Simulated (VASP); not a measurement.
A periodic (001) film of ZnS (zinc blende) under biaxial in-plane strain, normal axis and ions relaxed with LDA. Gaps from LDA in VASP (PAW), over mesh and path in the film cell's folded zone.

```json
[
 {"strain (%)": "-1", "gap (eV)": "2.156"},
 {"strain (%)": "+0", "gap (eV)": "2.148"},
 {"strain (%)": "+1", "gap (eV)": "2.058"}
]
```

Take the slope on the side of tension and predict the gap at +2 %.

The slope is -0.090 eV per cent, which gives 2.148 + (-0.090)(+2) = 1.97 eV. The run gave 1.98 eV, +0.01 eV from the line.

Runs of the series that failed, ran out of time, didn't relax or are held back are left out.

The compound is ZnS in the zinc blende structure.
